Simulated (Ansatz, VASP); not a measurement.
## Si4BN3: VASP beside Ansatz

```
Si B N
1.0
     2.94029    0.00000    0.00000
    -1.47014    2.54636    0.00000
     0.00000    0.00000   12.63516
Si B N
4 1 3
Direct
  0.33333 0.66667 0.68408
  0.66667 0.33333 0.03994
  0.33333 0.66667 0.49600
  0.66667 0.33333 0.22772
  0.00000 0.00000 0.30696
  0.66667 0.33333 0.72737
  0.33333 0.66667 0.99761
  0.00000 0.00000 0.42932
```

Alike in both runs: functional PBE; k mesh 6 × 6 × 2; occupations gaussian, width 0.2 eV; no spin polarisation.

Ansatz relaxed the structure, and its values are those at the end. VASP's run is a single point on that final structure, the one shown.

```csv
,VASP,Ansatz
version,VASP 6.6.1,Ansatz 0.2.0
potentials or method,"VASP PAW PBE potentials, release 64 (Si, B, N)","scalar-relativistic, plane waves, PAW"
plane-wave cutoff (eV),520,420
valence electrons in the cell,34,34
```

```tsv
	VASP	Ansatz	Ansatz less VASP
gap on the k mesh at the Fermi level (eV)	none	none	-
pressure (GPa)	-0.1	0.1	+0.13
rms of the force components (eV/Å)	0.013	0.007	-0.0059
```

A gap of «none» marks a metal or a gap that the smearing closes.

Caveats: the k mesh is coarse (spacing up to 0.41 Å⁻¹), so the values aren't converged; this functional lacks dispersion, which binds the layers, so the pressure and a relaxed spacing across them are unreliable.
